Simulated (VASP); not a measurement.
All values below come from optB86b-vdW, VASP's PBE PAW potentials (set 64) (plane waves; VASP 6.6.1).

VASP ran on this input.

### KPOINTS
```
k-points along high-symmetry lines
10
Line-mode
Reciprocal
  0.000000   0.000000   0.000000 ! GAMMA
  0.000000   0.500000   0.000000 ! M

  0.000000   0.500000   0.000000 ! M
 -0.333333   0.666667   0.000000 ! K

 -0.333333   0.666667   0.000000 ! K
  0.000000   0.000000   0.000000 ! GAMMA

  0.000000   0.000000   0.000000 ! GAMMA
  0.000000   0.000000   0.500000 ! A

  0.000000   0.000000   0.500000 ! A
  0.000000   0.500000   0.500000 ! L

  0.000000   0.500000   0.500000 ! L
 -0.333333   0.666667   0.500000 ! H

 -0.333333   0.666667   0.500000 ! H
  0.000000   0.000000   0.500000 ! A

  0.000000   0.500000   0.500000 ! L
  0.000000   0.500000   0.000000 ! M

 -0.333333   0.666667   0.500000 ! H
 -0.333333   0.666667   0.000000 ! K
```

### INCAR
```
ICHARG = 11   # fixed density
ALGO = Normal
LUSE_VDW = .TRUE.
ENCUT = 520   # plane-wave cut-off (eV)
LWAVE = .FALSE.
NELM = 100   # most electronic steps
LASPH = .TRUE.   # aspherical one-centre terms
EDIFF = 1E-7   # SCF stop (eV)
LCHARG = .FALSE.
SIGMA = 0.05   # width (eV)
GGA = MK
PREC = Accurate
PARAM1 = 0.1234
AGGAC = 0.0
LMAXMIX = 6
ISMEAR = 0   # Gaussian
PARAM2 = 1.0
LORBIT = 11   # lm-projected
SYSTEM = WS2
LREAL = .FALSE.   # projection in real space or not
```

File POSCAR:
```
WS2
1
    1.5840583074    -2.7436694484     0.0000000000
    1.5840583074     2.7436694484     0.0000000000
    0.0000000000     0.0000000000    12.4095099539
W S
2 4
Direct
  0.3333330000   0.6666670000   0.2500000000
  0.6666670000   0.3333330000   0.7500000000
  0.3333330000   0.6666670000   0.8771995023
  0.6666670000   0.3333330000   0.3771995023
  0.6666670000   0.3333330000   0.1228004977
  0.3333330000   0.6666670000   0.6228004977
```

POTCAR, in this order: W_sv S (PBE.64 set). Program: vasp_std. Read from the step before: CHGCAR.

The resulting files:

File OSZICAR:
```
       N       E                     dE             d eps       ncg     rms          rms(c)
DAV:   1     0.534585723902E+03    0.53459E+03   -0.29271E+04  6228   0.168E+03
DAV:   2     0.118814674232E+01   -0.53340E+03   -0.52125E+03  6535   0.451E+02
DAV:   3    -0.336066312413E+02   -0.34795E+02   -0.33971E+02  7184   0.101E+02
DAV:   4    -0.345888544985E+02   -0.98222E+00   -0.97892E+00  6851   0.172E+01
DAV:   5    -0.346194219301E+02   -0.30567E-01   -0.30550E-01  7218   0.292E+00
DAV:   6    -0.346203104797E+02   -0.88855E-03   -0.88836E-03  7057   0.510E-01
DAV:   7    -0.346203418209E+02   -0.31341E-04   -0.31339E-04  7390   0.953E-02
DAV:   8    -0.346203430060E+02   -0.11851E-05   -0.11850E-05  6975   0.185E-02
DAV:   9    -0.346203430692E+02   -0.63230E-07   -0.63239E-07  5639   0.412E-03
   1 F= -.34620343E+02 E0= -.34620343E+02  d E =-.307577E-28
```

OUTCAR:
```
 val. band max:        7.1850634063   @ k =   0.0000   0.0000   0.0000

 cond. band min:       8.1861158252   @ k =  -0.1852   0.3704   0.0000



 k-point     1 :       0.0000    0.0000    0.0000
  band No.  band energies     occupation
      1     -67.4377      2.00000
      2     -67.4377      2.00000
      3     -31.6722      2.00000
      4     -31.6721      2.00000
      5     -31.5059      2.00000
      6     -31.5059      2.00000
      7     -31.5059      2.00000
      8     -31.5059      2.00000
      9      -8.2669      2.00000
     10      -8.0413      2.00000
     11      -6.7722      2.00000
     12      -6.3501      2.00000
     13      -0.3171      2.00000
     14       0.7091      2.00000
     15       3.4149      2.00000
     16       3.7970      2.00000
     17       3.7970      2.00000
     18       3.8109      2.00000
     19       3.8109      2.00000
     20       5.0066      2.00000
     21       5.0067      2.00000
     22       5.0580      2.00000
     23       5.0581      2.00000
     24       5.6899      2.00000
     25       6.0119      2.00000
     26       7.1851      2.00000
     27       9.4993      0.00000
     28       9.5006      0.00000
     29       9.5140      0.00000
     30       9.5207      0.00000
     31       9.5278      0.00000

 k-point     2 :       0.0000    0.0556    0.0000
  band No.  band energies     occupation
      1     -67.4371      2.00000
      2     -67.4371      2.00000
      3     -31.6703      2.00000
      4     -31.6702      2.00000
      5     -31.5166      2.00000
      6     -31.5165      2.00000
      7     -31.5084      2.00000
      8     -31.5083      2.00000
      9      -8.2150      2.00000
     10      -7.9894      2.00000
     11      -6.7496      2.00000
     12      -6.3331      2.00000
     13      -0.2538      2.00000
     14       0.7721      2.00000
     15       3.3359      2.00000
     16       3.6557      2.00000
     17       3.6738      2.00000
     18       3.8465      2.00000
...
```

The density is held fixed in this step, so its total energy and stress have no physical meaning. Unless said otherwise, spin-orbit coupling is left out, though it shifts the bands of the heavy elements here.

The compound is WS2 in the 2H layered structure. It was relaxed first.
